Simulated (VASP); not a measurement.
```
SrTe
1.0
    0.00000     3.48933     3.48933
    3.48933     0.00000     3.48933
    3.48933     3.48933     0.00000
Sr Te
1 1
Direct
  0.00000   0.00000   0.00000
  0.50000   0.50000   0.50000
```

The numbers are results of vdW-DF2, VASP's PBE PAW potentials (set 64) (plane waves; VASP), not measurements. Numerical set-up: 520 eV cut-off, 7×7×7 Γ-centred mesh, Gaussian smearing of 0.050 eV, potentials Sr_sv Te.

**Question.** Give the stress tensor in GPa (positive for a compressed cell).

**Answer.** 
```
-1.59   0.00   0.00
 0.00  -1.59   0.00
 0.00   0.00  -1.59
```
The pressure is its mean diagonal, -1.59 GPa.

The compound is SrTe in the rock salt structure. This cell is one point of a volume scan, at 1.06 of the reference volume.
